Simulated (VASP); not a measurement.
VASP runs on Dy2S3 (a trial cell in the A-La2O3 structure, space group P-3m1) share one base input (PBE GGA, plane waves, VASP's PBE PAW potentials (set 64)) and change the settings named in each case.

### POSCAR
```
Dy2S3
4.40090
  1.0000000000   0.0000000000   0.0000000000
 -0.5000000000   0.8660253584   0.0000000000
  0.0000000000   0.0000000000   1.5581512872
Dy S
2 3
direct
  0.3333330000   0.6666670000   0.2467000000
  0.6666670000   0.3333330000   0.7533000000
  0.0000000000   0.0000000000   0.0000000000
  0.3333330000   0.6666670000   0.6470000000
  0.6666670000   0.3333330000   0.3530000000
```

### INCAR
```
# general
SYSTEM  = Dy2S3
PREC    = Accurate
ENCUT   = 400
LREAL   = .False.   # projection in real space or not
LASPH   = .True.

# electronic loop
EDIFF   = 1E-6
NELM    = 100   # most electronic steps
ALGO    = Normal   # blocked Davidson
LMAXMIX = 6

# smearing
ISMEAR  = 0   # Gaussian
SIGMA   = 0.05   # width (eV)

# functional
GGA     = PE

# ions
ISIF    = 2   # forces and stress, cell fixed

# output
LWAVE   = .False.
LCHARG  = .False.
```

### KPOINTS
```
Regular mesh
0
gamma
 5 5 3
```

POTCAR, in this order: Dy_3 S (PBE.64 set). Program: vasp_std.

```
change                             E(σ→0) (eV/atom)  pressure (GPa)  largest force (eV/Å)  irreducible k-points
---------------------------------  ----------------  --------------  --------------------  --------------------
base run                                    -6.2554            1.72                 0.364                    12
KPOINTS 2×2×1 Monkhorst-Pack mesh           -6.2697            1.38                 0.186                     2
KPOINTS 5×5×3 Monkhorst-Pack mesh           -6.2554            1.72                 0.364                    12
KPOINTS 6×6×4 Monkhorst-Pack mesh           -6.2554            1.72                 0.364                    42
KPOINTS 7×7×4 Monkhorst-Pack mesh           -6.2554            1.72                 0.364                    24
```
 The 4f electrons are frozen in the core of the lanthanide potential, so 4f levels, which can set the real gap, and their magnetism are missing.

Left out are runs that ran out of time, are held back, or changed the cell or the kind of run, fixed moments of cells without a moment, rows past the twelfth, gaps on odd meshes, pressures of charged cells and columns that move by less than the noise.

The structure was generated: Dy2S3 was put into the A-La2O3 type (P-3m1), which need not be its known phase. The cell was not relaxed at this level, forces remain on its atoms.
